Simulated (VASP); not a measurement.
# Be3ZnTe4 (ordered alloy cell): computed properties

These are PBEsol GGA, VASP's PBE PAW potentials (set 64) (plane waves; VASP 6.6.1) values and carry that method's errors.

For Be3ZnTe4, the space group is R3m (160), the cell comes out as a = b = 4.0498 Å, c = 39.7698 Å, α = β = 90.00°, γ = 120.00° and the volume per atom is 23.54 Å³/atom. The band gap (over mesh and band path) comes out as 1.59 eV and the smallest direct gap (over mesh and band path) is 2.40 eV. The band-edge character comes out as indirect, Γ to F and the density comes out as 5.32 g/cm³.

```cif
data_Be3Te4Zn
_chemical_formula_sum 'Zn1 Te4 Be3'
_space_group_name_H-M_alt 'P 1'
_space_group_IT_number 1
_cell_length_a 4.04976
_cell_length_b 4.04976
_cell_length_c 16.22367
_cell_angle_alpha 60.050
_cell_angle_beta 60.050
_cell_angle_gamma 60.000
loop_
_space_group_symop_operation_xyz
  'x, y, z'
loop_
_atom_site_label
_atom_site_type_symbol
_atom_site_fract_x
_atom_site_fract_y
_atom_site_fract_z
_atom_site_occupancy
Zn1 Zn 0.00361 0.00361 0.99730 1
Te1 Te 0.23275 0.23275 0.07544 1
Te2 Te 0.24472 0.24472 0.31646 1
Te3 Te 0.25457 0.25457 0.55907 1
Te4 Te 0.26550 0.26550 0.80087 1
Be1 Be 0.98938 0.98938 0.25797 1
Be2 Be 0.99987 0.99987 0.50010 1
Be3 Be 0.00961 0.00961 0.74279 1
```

Unless said otherwise, spin-orbit coupling is left out, though it shifts the bands of the heavy elements here.

The structure was generated: Be3ZnTe4 was put into an ordered model structure (R3m), which need not be its known phase. It was relaxed first. Symmetry was kept, so distortions that lower it aren't found.
